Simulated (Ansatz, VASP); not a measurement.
# Si2SnHS2Cl (1T-SnS2 under H-SiSi-Cl chair, AB): VASP beside Ansatz, part 2 of 2

Wanted: the spread between two codes on one cell, functional and k mesh. Of the first pair: The structure shown is the start of the Ansatz relaxation below; VASP solves that cell, so the two are compared at the walk's first step.

VASP 6.6.1 and Ansatz 0.2.0.

So far: The structure; Ansatz: relaxation, PBE with D3(BJ); VASP: single point, PBE with D3(BJ), start cell, pair 1.

## (3) VASP: single point, PBE with D3(BJ), start cell, pair 1 (continued)

Level of this step: PBE with D3(BJ); plane waves and PAW (S, Sn_d, Cl, Si, H) (VASP).

Numbers of over 12 decimals in the logs are rounded to 6 here.

OUTCAR, selected parts (step 3):

```text
ion  position               nearest neighbor table
   1  0.667  0.333  0.166-   3 2.31   3 2.31   3 2.31
   2  0.333  0.667  0.209-   3 2.31   3 2.31   3 2.31
   3  0.000  0.000  0.188-   1 2.31   1 2.31   1 2.31   2 2.31   2 2.31   2 2.31
   4  0.000  0.000  0.282-   5 2.13
   5  0.000  0.000  0.332-   4 2.13   6 2.25   6 2.25   6 2.25
   6  0.667  0.333  0.350-   7 1.42   5 2.25   5 2.25   5 2.25
   7  0.667  0.333  0.384-   6 1.42

  LATTYP: Found a hexagonal cell.
 ALAT       =     3.6815000000
 C/A-ratio  =    11.4383631672

 Subroutine GETGRP returns: Found  6 space group operations
 (whereof  6 operations were pure point group operations)

The static configuration has the point symmetry C_3v.

 Found     12 irreducible k-points:

   k-points           NKPTS =     12   k-points in BZ     NKDIM =     12   number of bands    NBANDS=     28

   dimension x,y,z NGX =    24 NGY =   24 NGZ =  280
   dimension x,y,z NGXF=    48 NGYF=   48 NGZF=  560

   ENCUT  =  400.0 eV  29.40 Ry    5.42 a.u.   6.00  6.00 68.67*2*pi/ulx,y,z

   NELECT =      42.0000    total number of electrons

 k-points in reciprocal lattice and weights: Automatic mesh
   0.00000000  0.00000000  0.00000000       0.012
   0.11111111  0.00000000  0.00000000       0.074
   0.22222222  0.00000000  0.00000000       0.074
   0.33333333  0.00000000  0.00000000       0.074
   0.44444444  0.00000000  0.00000000       0.074
   0.11111111  0.11111111  0.00000000       0.074
   0.22222222  0.11111111  0.00000000       0.148
   0.33333333  0.11111111  0.00000000       0.148
   0.44444444  0.11111111  0.00000000       0.074
   0.22222222  0.22222222  0.00000000       0.074
   0.33333333  0.22222222  0.00000000       0.148
   0.33333333  0.33333333  0.00000000       0.025

 dipolmoment           0.000000      0.000000     -0.104876 electrons x Angstroem

 average (electrostatic) potential at core
       1 -93.3213       2 -93.3193       3-109.2892       4 -97.9259       5 -91.7691
       6 -91.1179       7 -39.6781

 E-fermi :  -1.6364

 k-point     1 :       0.0000    0.0000    0.0000
  band No.  band energies     occupation
    ...
     17      -4.5753      2.00000
     18      -4.5753      2.00000
     19      -3.7581      2.00000
     20      -2.6246      2.00000
     21      -2.6246      2.00000
     22      -0.8027      0.00000
     23      -0.5266      0.00000
     24       1.1313      0.00000
     25       1.1774      0.00000
     26       1.1774      0.00000
    ...

 k-point     2 :       0.1111    0.0000    0.0000
  band No.  band energies     occupation
    ...
     17      -4.6733      2.00000
     18      -3.9481      2.00000
     19      -3.4927      2.00000
     20      -3.0454      2.00000
     21      -2.8798      2.00000
     22      -0.3615      0.00000
     23       0.0906      0.00000
     24       0.9308      0.00000
     25       1.2774      0.00000
     26       1.5904      0.00000
    ...

 k-point     3 :       0.2222    0.0000    0.0000
  band No.  band energies     occupation
    ...
     17      -4.7844      2.00000
     18      -4.5180      2.00000
     19      -3.3614      2.00000
     20      -3.2739      2.00000
     21      -2.7145      2.00000
     22      -0.3521      0.00000
     23       0.3869      0.00000
     24       0.7689      0.00000
     25       1.5031      0.00000
     26       1.9158      0.00000
    ...

 Edisp (eV)   -1.56733

  Total      23.07442    23.07443    12.15315     0.00000     0.00000     0.00000
  in kB      74.79496    74.79499    39.39402     0.00000     0.00000     0.00000
  external pressure =       62.99 kB  Pullay stress =        0.00 kB

  energy-cutoff  :      400.00
  volume of cell :      494.28
      direct lattice vectors                 reciprocal lattice vectors
     3.681500000  0.000000000  0.000000000     0.271628412  0.156824714  0.000000000
    -1.840750000  3.188273000  0.000000000     0.000000000  0.313649427  0.000000000
     0.000000000  0.000000000 42.110334000     0.000000000  0.000000000  0.023747140

 POSITION                                       TOTAL-FORCE (eV/Angst)
 -----------------------------------------------------------------------------------
      1.84075      1.06276      7.00000         0.000000      0.000000     -6.373423
     -0.00000      2.12552      8.81517         0.000000      0.000000      6.341657
      0.00000      0.00000      7.90758        -0.000000      0.000000      0.010489
      0.00000      0.00000     11.86517        -0.000000      0.000000      1.050899
      0.00000      0.00000     13.99517        -0.000000      0.000000     -1.735341
      1.84075      1.06276     14.73517        -0.000000     -0.000000     -0.917351
      1.84075      1.06276     16.15517        -0.000000      0.000000      1.623069
 -----------------------------------------------------------------------------------
    total drift:                               -0.000000     -0.000000      0.000414

  FREE ENERGIE OF THE ION-ELECTRON SYSTEM (eV)
  ---------------------------------------------------
  free  energy   TOTEN  =       -27.9075911237 eV

  energy  without entropy=      -27.9075911087  energy(sigma->0) =      -27.90759112

 vacuum level on the upper side and lower side of the slab         1.857         3.474

 total charge
# of ion       s       p       d       tot
------------------------------------------
    1        1.361   2.546   0.000   3.907
    2        1.361   2.546   0.000   3.908
    3        1.027   1.432  10.393  12.852
    4        1.607   3.500   0.000   5.107
    5        0.743   0.964   0.000   1.707
    6        0.756   1.081   0.000   1.837
    7        0.595   0.017   0.000   0.612
--------------------------------------------------
tot          7.451  12.086  10.393  29.929

[... 3 further parts left out ...]
```

## (4) Side by side

Known differences besides the potentials themselves: Ansatz cuts the interaction across the vacuum, VASP repeats the sheet with a dipole correction (LDIPOL); the cutoff is 420 eV in Ansatz and 400 eV in VASP. Total energies have different zeros and are not compared.

Forces (eV/Å; atoms numbered as in POSCAR):

```tsv
atom	Ansatz x, y, z	VASP x, y, z
S1	0.000, 0.000, -6.395	0.000, 0.000, -6.373
S2	0.000, 0.000, 6.364	0.000, 0.000, 6.342
Sn3	0.000, 0.000, 0.011	0.000, 0.000, 0.010
Cl4	0.000, 0.000, 1.019	0.000, 0.000, 1.051
Si5	0.000, 0.000, -1.708	0.000, 0.000, -1.735
Si6	0.000, 0.000, -0.915	0.000, 0.000, -0.917
H7	0.000, 0.000, 1.626	0.000, 0.000, 1.623
```

The forces differ by 11 meV/Å r.m.s., which is 0.6 % of the r.m.s. force of 2.052 eV/Å (both taken over all components). Where the cell holds vacuum, a pressure given here is an average over it and none of the material.

## (5) Ansatz: relaxation, PBE with D3(BJ)

This run makes the geometry at which the two programs are then compared.

The structure compared here is the end of the Ansatz relaxation.

This is the run of step 2 again, met here at its other cell.

## (6) VASP: single point, PBE with D3(BJ), relaxed cell, pair 2

The same cell, functional, mesh and smearing now go to VASP, with its own data sets.

INCAR reads:

```
SYSTEM = Si2SnHS2Cl
PREC = Accurate
ENCUT = 400
EDIFF = 1E-06
NELM = 120
ISMEAR = -1
SIGMA = 0.05
LREAL = .FALSE.
ALGO = Normal
GGA = PE
IVDW = 12
NBANDS = 28
LORBIT = 11
LWAVE = .FALSE.
LCHARG = .FALSE.
ISIF = 2
LDIPOL = .TRUE.
IDIPOL = 3
DIPOL = 0.5 0.5 0.274
LVHAR = .TRUE.
LASPH = .TRUE.
GGA_COMPAT = .FALSE.
EFERMI = MIDGAP
NELMDL = -8
KPAR = 2
```

POSCAR reads:

```
Si2SnHS2Cl
1.0
    3.7679239791      0.0000000000      0.0000000000
   -1.8839619896      3.2631178855      0.0000000000
    0.0000000000      0.0000000000     42.1103336876
S Sn Cl Si H
2 1 1 2 1
Direct
    0.6666666667      0.3333333333      0.1462498522
    0.3333333333      0.6666666667      0.2149711316
    0.0000000000      0.0000000000      0.1806191055
    0.0000000000      0.0000000000      0.2873559007
    0.0000000000      0.0000000000      0.3363908340
    0.6666666667      0.3333333333      0.3548797789
    0.6666666667      0.3333333333      0.3905469321
```

KPOINTS reads:

```
Automatic mesh
0
Gamma
9 9 1
0 0 0
```

Potentials, in the order of the species: S, Sn_d, Cl, Si and H (PBE family, release 64).

Launch:

```sh
> mpirun -np 2 vasp_std
```

Output:

```text
[... set-up lines as in an earlier step ...]
 entering main loop
       N       E                     dE             d eps       ncg     rms          rms(c)
DAV:   1     0.290704897713E+03    0.29070E+03   -0.14185E+04   776   0.929E+02
DAV:   2     0.134023536309E+02   -0.27730E+03   -0.27106E+03   888   0.223E+02
DAV:   3    -0.298010667570E+02   -0.43203E+02   -0.42901E+02   808   0.985E+01
DAV:   4    -0.314867704629E+02   -0.16857E+01   -0.16792E+01   912   0.243E+01
[...]
DAV:  26    -0.304196365204E+02   -0.31330E-05   -0.51948E-08   624   0.858E-04    0.321E-04
DAV:  27    -0.304196391151E+02   -0.25947E-05   -0.51119E-08   636   0.686E-04    0.152E-04
DAV:  28    -0.304196397948E+02   -0.67976E-06   -0.92368E-09   564   0.351E-04
   1 F= -.31812840E+02 E0= -.31812734E+02  d E =-.211872E-03
```

OUTCAR, selected parts (step 6):

```text
 Edisp (eV)   -1.39320

  Total      -0.14538    -0.14538    -0.21376     0.00000     0.00000     0.00000
  in kB      -0.44988    -0.44988    -0.66149     0.00000     0.00000     0.00000
  external pressure =       -0.52 kB  Pullay stress =        0.00 kB

 POSITION                                       TOTAL-FORCE (eV/Angst)
 -----------------------------------------------------------------------------------
      1.88396      1.08771      6.15863        -0.000000      0.000000      0.002392
     -0.00000      2.17541      9.05251        -0.000000      0.000000     -0.001928
      0.00000      0.00000      7.60593        -0.000000      0.000000     -0.001319
      0.00000      0.00000     12.10065         0.000000      0.000000      0.046547
      0.00000      0.00000     14.16553        -0.000000      0.000000     -0.037775
      1.88396      1.08771     14.94411         0.000000     -0.000000     -0.002634
      1.88396      1.08771     16.44606        -0.000000     -0.000000     -0.005282
 -----------------------------------------------------------------------------------
    total drift:                               -0.000000     -0.000000     -0.000062

  FREE ENERGIE OF THE ION-ELECTRON SYSTEM (eV)
  ---------------------------------------------------
  free  energy   TOTEN  =       -31.8128404207 eV

  energy  without entropy=      -31.8126285484  energy(sigma->0) =      -31.81273448

[... 1 part as in an earlier step ...]

[... 2 further parts left out ...]
[key lines of the parts left out:]
E-fermi :  -2.3415
```

## (7) Side by side

Both answers:

```tsv
quantity	Ansatz	VASP	difference
gap on the k mesh (eV)	0.561	0.560	+0.001
```

The largest component of a force difference here is 45 meV/Å. A gap on the mesh is an upper bound, since the band edges may lie between its points. Where the cell holds vacuum, a pressure given here is an average over it and none of the material.

## (8) Results

```yaml
r_m_s_force_difference_single_point_pbe_with_d3_bj_start_cell_pair_1: 0.56 % of the r.m.s. force
r_m_s_force_difference_single_point_pbe_with_d3_bj_relaxed_cell_pair_2: 13 meV/Å
```

In words: The r.m.s. force difference is 13 meV/Å (single point, PBE with D3(BJ), relaxed cell, pair 2), beyond the 12 meV/Å picked in this series as the mark of a large difference. What causes the difference of the single point, PBE with D3(BJ), relaxed cell, pair 2 pair stays open here. Such differences can come from data sets, numerical settings and the points named under the comparisons, not from the functional's error against experiment.

[Lines on the potential files, build, host, timing and source positions are cut from VASP's logs without a mark.]

[Logs are printed without paths, hosts, clocks, repeated set-up lines and the standing remarks that a program may print on its own settings, such as how far it seeks lower states.]

[Hosts, paths, dates, database ids (printed as entryN), source tags and the programs' standing remarks are cut or masked in the printed files.]
